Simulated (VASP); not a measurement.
Level of theory: PBE GGA, VASP's PBE PAW potentials (set 64) (plane waves; VASP 6.6.1).

A VASP calculation is set up with these files.

**POSCAR**
```
Nb
1.0
 -1.6526994055   1.6526994055   1.6526994055
  1.6526994055  -1.6526994055   1.6526994055
  1.6526994055   1.6526994055  -1.6526994055
Nb
1
Cartesian
  0.0000000000   0.0000000000   0.0000000000
```

### KPOINTS
```
Automatic mesh
0
Gamma
14 14 14
0 0 0
```

**INCAR**
```
SYSTEM = Nb
PREC = Accurate; ENCUT = 480; LREAL = .FALSE.
LASPH = .TRUE.
EDIFF = 1E-7; NELM = 100; ALGO = Normal
LMAXMIX = 4
ISMEAR = 1; SIGMA = 0.1
GGA = PE
IBRION = 2; NSW = 40; ISIF = 3
EDIFFG = -0.01; PSTRESS = 150
LWAVE = .FALSE.; LCHARG = .FALSE.
```

POTCAR, in this order: Nb_sv (PBE.64 set). Program: vasp_std.

### Question
What will the output report for the number of irreducible k-points (NKPTS), number of bands (NBANDS), largest plane-wave count, number of space-group operations, FFT grid (NGX, NGY, NGZ)?

### Answer

```json
{
 "number of irreducible k-points (NKPTS)": "104",
 "number of bands (NBANDS)": "10",
 "largest_plane_wave_count": "444",
 "number_of_space_group_operations": "48",
 "FFT grid (NGX, NGY, NGZ)": "20 × 20 × 20"
}
```

The compound is Nb in the bcc structure. This run relaxes it under an external pressure of 15 GPa. Symmetry was kept, so distortions that lower it aren't found.
